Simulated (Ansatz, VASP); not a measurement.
## ZrC: VASP beside Ansatz

Wanted: the spread between two codes on one cell, functional and k mesh. The cell is generated by rule, not measured, and may not be a known phase. The cell is taken from a series of runs on this material, whose earlier steps may have relaxed, scaled, displaced or heated it; both programs get it as it stands. Other levels of theory on this material are compared in a session of their own.

Method: plane waves, with VASP 6.6.1 beside it; zone-centre phonons at LDA, in Ansatz 0.2.0.

The structure was built from a prototype and need not be the compound's stable phase.

## 1. Set-up

It takes space group Pm-3m (No. 221, cubic). Conventional cell: a = 2.871 Å, b = 2.871 Å, c = 2.871 Å, α = 90.00°, β = 90.00°, γ = 90.00°. Nearest to Zr lie 8 C at 2.49 Å. Nearest to C lie 8 Zr at 2.49 Å. Farther neighbours are not listed.

Coordinates:

```
Zr C
1.0
     2.87054    0.00000    0.00000
     0.00000    2.87054    0.00000
     0.00000    0.00000    2.87054
Zr C
1 1
Direct
  0.00000 0.00000 0.00000
  0.50000 0.50000 0.50000
```

## 2. VASP: zone-centre phonons, LDA

Second derivatives magnify differences that forces hide, and they need a tight electronic threshold.

Lines of VASP's logs that name or quote its potential files are left out, and so is its time.

INCAR reads:

```
SYSTEM = ZrC
PREC = Accurate
ENCUT = 600
EDIFF = 1E-08
NELM = 120
ISMEAR = 1
SIGMA = 0.15
LREAL = .FALSE.
ALGO = Normal
GGA = PW92
NBANDS = 14
LASPH = .TRUE.
LORBIT = 11
LWAVE = .FALSE.
LCHARG = .FALSE.
ISIF = 2
IBRION = 8
GGA_COMPAT = .FALSE.
KPAR = 2
```

POSCAR reads:

```
ZrC
1.0
    2.8705367897      0.0000000000      0.0000000000
    0.0000000000      2.8705367897      0.0000000000
    0.0000000000      0.0000000000      2.8705367897
Zr C
1 1
Direct
    0.0000000000      0.0000000000      0.0000000000
    0.5000000000      0.5000000000      0.5000000000
```

KPOINTS reads:

```
Automatic mesh
0
Gamma
12 12 12
0 0 0
```

The projector-augmented-wave data sets are Zr_sv and C (LDA family, release 64).

On the command line:

```bash
mpirun -np 2 vasp_std
```

Numbers of over 12 decimals in the logs are rounded to 6 here.

What it wrote:

```text
[banner, memory and clock lines left out]
running    2 mpi-ranks, on    1 nodes
 distrk:  each k-point on    1 cores,    2 groups
 distr:  one band on    1 cores,    1 groups

 POSCAR found type information on POSCAR ZrC
 POSCAR found :  2 types and       2 ions
|                                                                             |
|               ----> ADVICE to this user running VASP <----                  |
|                                                                             |
|     You enforced a specific xc type in the INCAR file but a different       |
|     [... a line on the potential file left out ...]
|     I HOPE YOU KNOW WHAT YOU ARE DOING!                                     |
|                                                                             |

 LDA part: xc-table for (Slater(with rela. corr.)+PW92), standard interpolation
 POSCAR, INCAR and KPOINTS ok, starting setup
 FFT: planning ... GRIDC
 FFT: planning ... GRID_SOFT
 FFT: planning ... GRID
 WAVECAR not read
 entering main loop
       N       E                     dE             d eps       ncg     rms          rms(c)
DAV:   1     0.111792940834E+03    0.11179E+03   -0.95328E+03  2352   0.130E+03
DAV:   2    -0.174979240278E+02   -0.12929E+03   -0.12137E+03  2946   0.321E+02
DAV:   3    -0.222660330152E+02   -0.47681E+01   -0.47043E+01  3492   0.543E+01
DAV:   4    -0.223790064793E+02   -0.11297E+00   -0.11287E+00  2914   0.772E+00
DAV:   5    -0.223817178373E+02   -0.27114E-02   -0.27109E-02  3304   0.823E-01    0.194E+01
DAV:   6    -0.195950433046E+02    0.27867E+01   -0.76276E+00  2672   0.257E+01    0.839E+00
DAV:   7    -0.188945278064E+02    0.70052E+00   -0.14437E+00  2698   0.993E+00    0.720E+00
DAV:   8    -0.188764611494E+02    0.18067E-01   -0.26062E-01  3072   0.466E+00    0.267E+00
DAV:   9    -0.188603433557E+02    0.16118E-01   -0.23805E-02  2726   0.168E+00    0.268E-01
DAV:  10    -0.188603462566E+02   -0.29009E-05   -0.31838E-03  3414   0.552E-01    0.922E-02
DAV:  11    -0.188602688251E+02    0.77431E-04   -0.16111E-04  2760   0.123E-01    0.434E-02
DAV:  12    -0.188602616414E+02    0.71837E-05   -0.18902E-05  2822   0.306E-02    0.213E-02
DAV:  13    -0.188602589605E+02    0.26810E-05   -0.32361E-06  2880   0.196E-02    0.264E-03
DAV:  14    -0.188602590046E+02   -0.44141E-07   -0.32870E-07  3326   0.484E-03    0.155E-03
DAV:  15    -0.188602589823E+02    0.22276E-07   -0.29807E-08  2886   0.167E-03    0.422E-04
DAV:  16    -0.188602589800E+02    0.23085E-08   -0.21666E-09  1608   0.443E-04
   1 F= -.18860259E+02 E0= -.18859792E+02  d E =-.140087E-02
 Linear response reoptimize wavefunctions to high precision
DAV:   1    -0.188602589798E+02    0.27399E-09   -0.95264E-10  2016   0.322E-04
DAV:   2    -0.188602589798E+02   -0.21146E-10   -0.24621E-10  1530   0.145E-04
 Linear response DOF=           2
 Linear response progress:
  Degree of freedom:   1/  2
       N       E                     dE             d eps       ncg     rms          rms(c)
RMM:   1    -0.661628000734E+00   -0.66163E+00    0.25309E+00  6252   0.143E+01
RMM:   2    -0.613677355635E+00    0.47951E-01   -0.16943E-01  8611   0.266E+00    0.165E-01
RMM:   3    -0.615622239057E+00   -0.19449E-02   -0.26529E-02  9737   0.764E-01    0.544E-02
RMM:   4    -0.617028216991E+00   -0.14060E-02   -0.47196E-03 11734   0.271E-01    0.257E-02
RMM:   5    -0.617323381275E+00   -0.29516E-03   -0.39399E-04 11704   0.850E-02    0.153E-02
RMM:   6    -0.617274640878E+00    0.48740E-04   -0.72132E-05 11677   0.380E-02    0.134E-03
RMM:   7    -0.617249685137E+00    0.24956E-04   -0.11749E-05 11894   0.142E-02    0.152E-03
RMM:   8    -0.617247820052E+00    0.18651E-05   -0.22266E-06 12640   0.596E-03    0.109E-03
RMM:   9    -0.617248479000E+00   -0.65895E-06    0.29838E-07 12539   0.273E-03    0.681E-04
RMM:  10    -0.617252697889E+00   -0.42189E-05    0.79834E-08 11746   0.172E-03    0.443E-04
RMM:  11    -0.617250775712E+00    0.19222E-05    0.27721E-08 11732   0.901E-04    0.659E-05
RMM:  12    -0.617250792909E+00   -0.17198E-07    0.57538E-08 13125   0.467E-04    0.384E-05
RMM:  13    -0.617250978536E+00   -0.18563E-06    0.45283E-08 13354   0.282E-04    0.969E-06
RMM:  14    -0.617250989989E+00   -0.11453E-07    0.68921E-09 13329   0.185E-04    0.953E-06
RMM:  15    -0.617250987399E+00    0.25900E-08    0.15749E-08 12624   0.128E-04    0.257E-06
 first order change of Fermi-energy   0.20332E-03
 force on displaced ion       1 direction 1 :  -2.057   0.000   0.000
 Linear response progress:
  Degree of freedom:   2/  2
       N       E                     dE             d eps       ncg     rms          rms(c)
RMM:   1    -0.118095621429E+00   -0.11810E+00   -0.15964E-02 11987   0.156E+00
RMM:   2    -0.114405221973E+00    0.36904E-02   -0.45010E-03  9911   0.339E-01    0.126E-01
RMM:   3    -0.114805118978E+00   -0.39990E-03   -0.87902E-04  9052   0.152E-01    0.590E-02
RMM:   4    -0.115540395688E+00   -0.73528E-03   -0.35423E-04  9356   0.100E-01    0.163E-02
RMM:   5    -0.115585883063E+00   -0.45487E-04   -0.31309E-05  9648   0.317E-02    0.445E-03
RMM:   6    -0.115595391787E+00   -0.95087E-05   -0.56765E-06 10382   0.995E-03    0.177E-03
RMM:   7    -0.115592934725E+00    0.24571E-05   -0.11692E-06 10287   0.408E-03    0.444E-04
RMM:   8    -0.115589546412E+00    0.33883E-05   -0.14890E-07 10793   0.186E-03    0.172E-04
RMM:   9    -0.115590033622E+00   -0.48721E-06    0.17224E-08 11481   0.798E-04    0.374E-05
RMM:  10    -0.115590109183E+00   -0.75561E-07   -0.18651E-08 11573   0.369E-04    0.161E-05
RMM:  11    -0.115590061985E+00    0.47198E-07   -0.18595E-08 11727   0.194E-04    0.378E-06
RMM:  12    -0.115590079988E+00   -0.18003E-07   -0.64884E-08 11873   0.109E-04    0.221E-06
RMM:  13    -0.115590067393E+00    0.12595E-07   -0.36109E-09 11651   0.666E-05    0.119E-06
RMM:  14    -0.115590057695E+00    0.96986E-08   -0.16156E-08 11416   0.463E-05    0.582E-07
 first order change of Fermi-energy  -0.26973E-03
 force on displaced ion       2 direction 1 :  -2.058   0.000  -0.000
 Linear response finished
```

Parts of OUTCAR (step 2):

```text
ion  position               nearest neighbor table
   1  0.000  0.000  0.000-   2 2.49   2 2.49   2 2.49   2 2.49   2 2.49   2 2.49   2 2.49   2 2.49

  LATTYP: Found a simple cubic cell.
 ALAT       =     2.8705367897

 Subroutine GETGRP returns: Found 48 space group operations
 (whereof 48 operations were pure point group operations)

The static configuration has the point symmetry O_h .

 Found     84 irreducible k-points:

   k-points           NKPTS =     84   k-points in BZ     NKDIM =     84   number of bands    NBANDS=     14

   dimension x,y,z NGX =    24 NGY =   24 NGZ =   24
   dimension x,y,z NGXF=    48 NGYF=   48 NGZF=   48

   ENCUT  =  600.0 eV  44.10 Ry    6.64 a.u.   5.73  5.73  5.73*2*pi/ulx,y,z

   NELECT =      16.0000    total number of electrons

 k-points in reciprocal lattice and weights: Automatic mesh
   0.00000000  0.00000000  0.00000000       0.001
   0.08333333  0.00000000  0.00000000       0.003
   0.16666667  0.00000000  0.00000000       0.003
   0.25000000  0.00000000  0.00000000       0.003
   0.33333333  0.00000000  0.00000000       0.003
   0.41666667  0.00000000  0.00000000       0.003
   0.50000000  0.00000000  0.00000000       0.002
   0.08333333  0.08333333  0.00000000       0.007
   0.16666667  0.08333333  0.00000000       0.014
[...]
0.50000000  0.50000000  0.41666667       0.003
   0.50000000  0.50000000  0.50000000       0.001

 average (electrostatic) potential at core
       1 -71.7864       2 -47.2265

  Total        0.0315612      0.0315612      0.0315612      0.0000000     -0.0000000      0.0000000
  in kB        2.1378368      2.1378368      2.1378368      0.0000000     -0.0000000      0.0000000
  external PRESSURE =       2.1378368 kB  Pullay stress =       0.0000000 kB

  energy-cutoff  :      600.00
  volume of cell :       23.65
      direct lattice vectors                 reciprocal lattice vectors
     2.870536790  0.000000000  0.000000000     0.348366899  0.000000000  0.000000000
     0.000000000  2.870536790  0.000000000     0.000000000  0.348366899  0.000000000
     0.000000000  0.000000000  2.870536790     0.000000000  0.000000000  0.348366899

 POSITION                                       TOTAL-FORCE (eV/Angst)
 -----------------------------------------------------------------------------------
      0.00000      0.00000      0.00000         0.000000      0.000000      0.000000
      1.43527      1.43527      1.43527         0.000000      0.000000      0.000000
 -----------------------------------------------------------------------------------
    total drift:                                0.000000      0.000000     -0.000000

 Eigenvectors and eigenvalues of the dynamical matrix
 ----------------------------------------------------

   1 f  =    6.883544 THz    43.250584 2PiTHz  229.610320 cm-1    28.468039 meV
             X         Y         Z           dx          dy          dz
      0.000000  0.000000  0.000000     0.341059   -0.000000   -0.000000
      1.435268  1.435268  1.435268    -0.940042    0.000000    0.000000

   2 f  =    6.883544 THz    43.250584 2PiTHz  229.610320 cm-1    28.468039 meV
             X         Y         Z           dx          dy          dz
      0.000000  0.000000  0.000000     0.000000    0.341059   -0.000000
      1.435268  1.435268  1.435268     0.000000   -0.940042    0.000000

   3 f  =    6.883544 THz    43.250584 2PiTHz  229.610320 cm-1    28.468039 meV
             X         Y         Z           dx          dy          dz
      0.000000  0.000000  0.000000    -0.000000   -0.000000   -0.341059
      1.435268  1.435268  1.435268     0.000000    0.000000    0.940042

   4 f/i=    0.000265 THz     0.001666 2PiTHz    0.008846 cm-1     0.001097 meV
             X         Y         Z           dx          dy          dz
      0.000000  0.000000  0.000000    -0.000000   -0.940042   -0.000000
      1.435268  1.435268  1.435268    -0.000000   -0.341059    0.000000

   5 f/i=    0.000265 THz     0.001666 2PiTHz    0.008846 cm-1     0.001097 meV
             X         Y         Z           dx          dy          dz
      0.000000  0.000000  0.000000    -0.940042    0.000000   -0.000000
      1.435268  1.435268  1.435268    -0.341059    0.000000    0.000000

   6 f/i=    0.000265 THz     0.001666 2PiTHz    0.008846 cm-1     0.001097 meV
             X         Y         Z           dx          dy          dz
      0.000000  0.000000  0.000000    -0.000000   -0.000000   -0.940042
      1.435268  1.435268  1.435268     0.000000    0.000000   -0.341059

 ELASTIC MODULI CONTR FROM IONIC RELAXATION (kBar)
 Direction    XX          YY          ZZ          XY          YZ          ZX
 --------------------------------------------------------------------------------
 XX           0.0000      0.0000      0.0000      0.0000      0.0000      0.0000
 YY           0.0000      0.0000      0.0000      0.0000      0.0000      0.0000
 ZZ           0.0000      0.0000      0.0000      0.0000      0.0000      0.0000
 XY           0.0000      0.0000      0.0000      0.0000      0.0000      0.0000
 YZ           0.0000      0.0000      0.0000      0.0000      0.0000      0.0000
 ZX           0.0000      0.0000      0.0000      0.0000      0.0000      0.0000
 --------------------------------------------------------------------------------
```

## 3. Ansatz: zone-centre phonons, LDA

Ansatz runs on its default PAW (the set named soft_2) files.

The same cell, functional (in two slightly different forms), mesh and smearing now go to Ansatz, which takes its cutoff from its data sets.

input.yaml reads:

```yaml
crystal:
  lattice:
    - [2.8705367897, 0.0, 0.0]
    - [0.0, 2.8705367897, 0.0]
    - [0.0, 0.0, 2.8705367897]
  atoms:
    - { symbol: Zr, position: [0.0, 0.0, 0.0] }
    - { symbol: C, position: [0.5, 0.5, 0.5] }
kpoints:
  mp_grid: { grid: [12, 12, 12] }
hamiltonian:
  xc: lda
scf:
  occupations: { method: methfessel_paxton, width: 0.15 }
output:
  eigenvalues: true
phonons:
  method: dfpt
```

On the command line:

```bash
ansatz run input.yaml --threads 4 --pin off --max-ram 7168MiB --backend cpu --events-out ev --progress --plain --runs-dir out
```

What it wrote:

```text
Engine: ansatz 0.2.0, aarch64-unknown-linux-gnu
Pseudopotentials: kind: paw
Pseudopotential: Zr, paw, valence charge 12, recommended cutoff 420 eV (normal), Zr.paw.azcp
Pseudopotential: C, paw, valence charge 4, recommended cutoff 420 eV (normal), C.paw.azcp
Functional definition: SPW92
  exchange = slater_x
  correlation = pw_c
Crystal: 2 atoms, lattice volume = 23.653 Å³
Basis set: ecut = 420 eV, 461 PW (Γ), exchange–correlation on 40×40×40 points (8 copies of the dense FFT grid, shifted against one another)
Bands: 12, of which v1, the nominal top of the filled ones, is band 8 counted from 1 (7 counted from 0)
Symmetry: 48 space group operations
k-points: 196 of 1728 (irreducible under 8 space group operations, time reversal used)
Non-local potential: Zr, projectors of the file, l = 0: 3, l = 1: 2, l = 2: 2, l = 3: 2
Non-local potential: C, projectors of the file, l = 0: 2, l = 1: 2, l = 2: 1
PAW form: soft (Blöchl's): semilocal exchange-correlation on the pseudo side does not see the compensation charge
PAW frozen core: Zr, regenerated for the run's functional, and the local potential with it (the file was generated under x = pbe(κ = 0.804, μ = 0.219515), c = pbe(β = 0.066725))
PAW frozen core: C, regenerated for the run's functional, and the local potential with it (the file was generated under x = pbe(κ = 0.804, μ = 0.219515), c = pbe(β = 0.066725))
PAW one-centre angular grid: Zr, 590 points (default); XC on 64 Gauss nodes
PAW one-centre angular grid: C, 110 points (default); XC on 64 Gauss nodes
Initial density: superposition of atomic densities (neutral atoms: chi_scale 0, normalization atom), corrected by the library's trained network
Initial wavefunctions: pseudopotential atomic-orbital guess
Functional: x = slater, c = lda
SCF iter   1: F=—  HF=-4319.904066 eV  |F-HF|=—  |Δ(HF+E_count)|=         —  Δρ=1.06e-2  dr2=3.57e-2  ethr=1.77e-3  ⟨swp⟩=5.0  Hψ=11997  notcnv=0
preconditioner: auto → none  [metal: Δε(μ)=0.004 eV  Ē_g=17.694 eV  σ=0.150 eV  W_gap=0.02  n_scr=6 (ndim 8)  ℏωp=28.6 eV  f_vac=0.000  D(μ)=2.35/eV (n_scr^D=26)  sad-step TF]
SCF iter   2: F=—  HF=-4319.901046 eV  |F-HF|=—  |Δ(HF+E_count)|=   3.02e-3  S|Δr|=    0.00e0  Δρ=7.30e-3  dr2=1.93e-2  ethr=2.23e-4  ⟨swp⟩=1.0  Hψ=3920  notcnv=0
SCF iter   3: F=—  HF=-4319.897991 eV  |F-HF|=—  |Δ(HF+E_count)|=   3.05e-3  S|Δr|=    0.00e0  Δρ=1.29e-3  dr2=1.56e-4  ethr=1.21e-4  ⟨swp⟩=1.9  Hψ=2608  notcnv=0
SCF iter   4: F=—  HF=-4319.897946 eV  |F-HF|=—  |Δ(HF+E_count)|=   4.56e-5  S|Δr|=    0.00e0  Δρ=2.45e-4  dr2=1.76e-5  ethr=9.73e-7  ⟨swp⟩=2.0  Hψ=3884  notcnv=0
SCF iter   5: F=—  HF=-4319.897941 eV  |F-HF|=—  |Δ(HF+E_count)|=   4.37e-6  S|Δr|=    0.00e0  Δρ=6.30e-5  dr2=1.22e-6  ethr=1.10e-7  ⟨swp⟩=2.6  Hψ=3946  notcnv=0
SCF iter   6: F=—  HF=-4319.897942 eV  |F-HF|=—  |Δ(HF+E_count)|=   8.83e-7  S|Δr|=    0.00e0  Δρ=5.96e-6  dr2=7.52e-9  ethr=7.60e-9  ⟨swp⟩=2.7  Hψ=3979  notcnv=0
SCF iter   7: F=—  HF=-4319.897942 eV  |F-HF|=—  |Δ(HF+E_count)|=   2.07e-9  S|Δr|=    0.00e0  Δρ=3.84e-7  dr2=2.62e-11  ethr=4.70e-11  ⟨swp⟩=2.2  Hψ=3841  notcnv=0
SCF iter   8: F=-4319.897942 eV  HF=-4319.897942 eV  |F-HF|=0.00e0  |Δ(HF+E_count)|=  3.64e-12  S|Δr|=    0.00e0  Δρ=1.86e-8  dr2=6.96e-14  ethr=1.00e-12  ⟨swp⟩=5.1  Hψ=9143  notcnv=0
SCF 1 converged in 8 iterations: F = -4319.897942 eV  dr2 = 6.96e-14
  greatest PAW one-centre occupation: 0.998 electrons in one spin orbital (limit 2), on the Zr atom at site 0 (counted from 0), in its partial waves of l = 0
DFPT response loops at Γ: preconditioner auto → Kerker (q_TF=auto, 2.556 Å⁻¹) (partly filled bands, converged f_vac=0.000); β = 1.00, the filter's whole step (`scf.mixing.beta` (0.50) is not read by the response loops under this deck's `scf.mixing.preconditioner`; to damp them name `kerker` or `kerker_dos`, under which they read `scf.mixing.beta`, and type it under 1.00, their step now; both keys bind the ground state too); Broyden in place of MSR1
SCF converged after 8 iterations
Stability not checked: this state was not tested for a lower state beside it, because cold or Methfessel-Paxton smearing, or corrected tetrahedra, fill the levels in a way that the test cannot read (fill_not_monotonic; see scf.lower_state_search)
Free energy (F): -4319.897942 eV
Harris-Foulkes:  -4319.897942 eV  (|F-HF|=0.00e0)
Internal energy: -4319.896387 eV  (E = F + TS)
E sigma→0 (E₀):  -4319.897553 eV
Entropy (-TS):   -0.001555 eV (-0.778 meV/atom)
Fermi energy:    16.552746 eV
Step filling:    the computed levels leave a gap of 0.0145 eV = 0.1 smearing widths at the electron count; against every level under it full and every level over it empty, smearing changes F+E_penalty+E_count by -0.743 meV and its σ→0 estimate by -0.354 meV
--- Per-component energies (eV) ---
  E_band       = -22.612244
  E_kinetic    = 424.937190
  E_local      = -532.900829  (includes V_loc(G=0)·N_el)
  E_nonlocal   = 111.375623
  E_hartree    = 158.245819
  E_xc         = -210.218461
  E_vxc        = -252.600418  (∫ρ·V_xc dr)
  E_paw        = -2940.042207  (= ΣΔE_a)
  E_vpaw       = -89.915473  (= ΣTr[D̂ρ^β])
  E_aug_tail   = 0.000027  (compensation charges beyond the density's cutoff)
  E_ewald      = -1331.726782
  E_core_change = 0.433233  (= ΣΔE_core)
  E_smearing   = -0.001555  (= −TS)
  E_closure    = 0.000000  (closes the sum)
  Σ components = -4319.897942   (vs F -4319.897942, Δ=0.00e0)
--- Band table (eV; the first three rows and the last of 196) ---
  k-point 0: bands = [... 4 lower, 4.6705, 14.4500, 14.4500, 17.8284, 17.8284, 17.8284, 22.1327, 22.1327]
  k-point 1: bands = [... 4 lower, 4.8208, 14.4424, 14.5135, 17.6062, 17.6062, 17.7635, 22.1644, 22.3212]
  k-point 2: bands = [... 4 lower, 5.2427, 14.1354, 14.6943, 17.0714, 17.0714, 18.0104, 22.2527, 22.7876]
  k-point 195: bands = [... 4 lower, 9.5200, 10.9469, 10.9469, 10.9469, 24.8422, 24.8422, 25.7228, 25.7228]
--- Phonons (Γ-DFPT): 2 representative perturbations + reference, on 196 of 1728 k-points (Σ response iterations 6) ---
  k mesh reduced under 8 symmetry operations, with k and −k counted as one. Each operation leaves every solved perturbation unchanged. A smaller set is not used because it would not reduce the number of displacements times k-points to solve
  ASR residual: 1.262e-5 → 0.000e0 eV/Å²; symmetrization residual: 8.855e-7 eV/Å²
  ASR residual per site (eV/Å²): 1.06e-5 1.26e-5
  Γ frequencies (cm⁻¹): 0.00 0.00 0.00 224.26 224.26 224.26
  non-analytic LO–TO correction: not included (Born effective charges unavailable; polar crystals: no LO–TO splitting at Γ)
```

Reading the cycles: dr2 is the Hartree energy of the density residual (eV), the measure of convergence; HF is the Harris–Foulkes estimate of the energy, which meets the free energy F at convergence.

## 4. Comparison

Known differences besides the potentials themselves: the cutoff is 420 eV in Ansatz and 600 eV in VASP; VASP's log shows a relativistic correction to its local exchange, Ansatz's none. Total energies have different zeros and are not compared.

Compared:

```
                  quantity  Ansatz   VASP  difference
optical mode 1 to 3 (cm⁻¹)   224.3  229.6     -2.33 %
```

Modes are paired by rising frequency, not by their patterns, so a pair may set unlike modes beside each other; they are those without the splitting of longitudinal modes.

## 5. Summary of results

| Property | Result |
| --- | --- |
| r.m.s. difference of the optical zone-centre modes, each program's sorted by frequency (zone-centre phonons, LDA) | 5.4 cm⁻¹ |
| difference in optical mode 1 to 3 (zone-centre phonons, LDA) | -2.3 % |

The r.m.s. difference of the optical zone-centre modes, each program's sorted by frequency is 5.4 cm⁻¹ (zone-centre phonons, LDA). Among the rows given in per cent, the largest difference of the zone-centre phonons, LDA pair is in optical mode 1 to 3, -2.3 %. 7 further runs of this series are not shown here. Such differences can come from data sets, numerical settings and the points named under the comparisons, not from the functional's error against experiment.

[Lines on the potential files, build, host, timing and source positions are cut from VASP's logs without a mark.]

[Logs are printed without paths, hosts, clocks, repeated set-up lines and the standing remarks that a program may print on its own settings, such as how far it seeks lower states.]

[Hosts, paths, dates, database ids (printed as entryN), source tags and the programs' standing remarks are cut or masked in the printed files.]
